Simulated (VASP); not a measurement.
Runs of VASP 6.6.1 on Ge. It takes space group Fd-3m (No. 227, cubic). The conventional cell has a = 5.622 Å, b = 5.622 Å, c = 5.622 Å, α = 90.00°, β = 90.00°, γ = 90.00°. Around Ge (site symmetry -43m) lie 4 Ge at 2.43 Å. 

```csv
task,cell,gap on the mesh (eV)
single point,a relaxed cell with its volume scaled by 0.91,0.43
single point,a relaxed cell with its volume scaled by 1.03,none
single point,a relaxed cell with its volume scaled by 0.94,(a)
band structure,as given,0.03
single point,a relaxed cell with its volume scaled by 0.97,0.22
single point,a relaxed cell with its volume scaled by 1.06,none
single point,as given,0.03
single point,a relaxed cell with its volume scaled by 1.09,none
```

Alike in all rows: level LDA; potentials or basis VASP PAW LDA potentials, release 64 (Ge_d); no spin polarisation; k mesh 6 × 6 × 6; cutoff (eV) 350; smearing gaussian 0.02 eV.

Problem. Fill in the values left out.

Solution. (a) 0.32.

A k mesh can miss the band edges, and the runs leave out spin-orbit coupling on Ge.

A gap of «none» marks a metal or a gap under the smearing width.
